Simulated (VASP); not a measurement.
Calculation: r2SCAN meta-GGA, VASP's PBE PAW potentials (set 64) (plane waves; VASP).

The input files of a VASP run:

INCAR:
```
! general
SYSTEM =AuZn(110) slab
PREC   =Normal
ENCUT  =400   ! plane-wave cut-off (eV)
LREAL  =.FALSE.   ! projection in real space or not
LASPH  =.TRUE.

! electronic loop
EDIFF  =1E-5   ! SCF stop (eV)
NELM   =100   ! most electronic steps
NELMIN =4
ALGO   =Normal
LMAXMIX=6
LMIXTAU=.TRUE.

! smearing
ISMEAR =1   ! Methfessel-Paxton
SIGMA  =0.1   ! width (eV)

! functional
METAGGA=R2SCAN

! ions
IBRION =2
NSW    =120   ! most ionic steps
ISIF   =2   ! forces and stress, cell fixed
EDIFFG =-0.03   ! ionic stop

! output
LWAVE  =.TRUE.
LCHARG =.FALSE.

! other
LDIPOL =.TRUE.
IDIPOL =3
DIPOL  =0.5 0.5 0.5
```

File POSCAR:
```
AuZn(110) slab
1
    3.1500000000     0.0000000000     0.0000000000
    0.0000000000     4.4547730000     0.0000000000
    0.0000000000     0.0000000000    26.1369320000
Zn Au
5 5
Direct
  0.5000000000   0.0000000000   0.3282124831
  0.5000000000   0.5000000000   0.4141196314
  0.5000000000   0.0000000000   0.5000000000
  0.5000000000   0.5000000000   0.5858803686
  0.5000000000   0.0000000000   0.6717875169
  1.0000000000   0.5000000000   0.3301225097
  1.0000000000   0.0000000000   0.4161709319
  1.0000000000   0.5000000000   0.5000000000
  1.0000000000   0.0000000000   0.5838290681
  0.0000000000   0.5000000000   0.6698774903
```

### KPOINTS
```
Automatic mesh
0
Gamma
9 6 1
0 0 0
```

POTCAR, in this order: Zn Au (PBE.64 set). Program: vasp_std.

Unless said otherwise, spin-orbit coupling is left out, though it shifts the bands of the heavy elements here.

Q: Estimate the energy per atom (σ→0), band gap (on the k-mesh).

A: 
```yaml
energy per atom (σ→0): -29.818 eV/atom
band gap (on the k-mesh): none (metal, semimetal or under 0.01 eV)
```

**OSZICAR**
```
...
       N       E                     dE             d eps       ncg     rms          rms(c)
DAV:   1    -0.298181383389E+03    0.31499E-03   -0.18695E-01  2760   0.152E+00    0.367E-02
DAV:   2    -0.298181175482E+03    0.20791E-03   -0.23562E-03  2999   0.260E-01    0.299E-02
DAV:   3    -0.298181701716E+03   -0.52623E-03   -0.24771E-04  2821   0.133E-01    0.218E-02
DAV:   4    -0.298181851920E+03   -0.15020E-03   -0.41347E-05  2437   0.395E-02    0.151E-02
DAV:   5    -0.298182036486E+03   -0.18457E-03   -0.57313E-05  2290   0.595E-02    0.490E-03
DAV:   6    -0.298182030289E+03    0.61971E-05   -0.16276E-05  1804   0.255E-02
   5 F= -.29818203E+03 E0= -.29818360E+03  d E =-.338413E-03
```

The cell is a thin slab with vacuum, built from AuZn (CsCl type): (110) face.
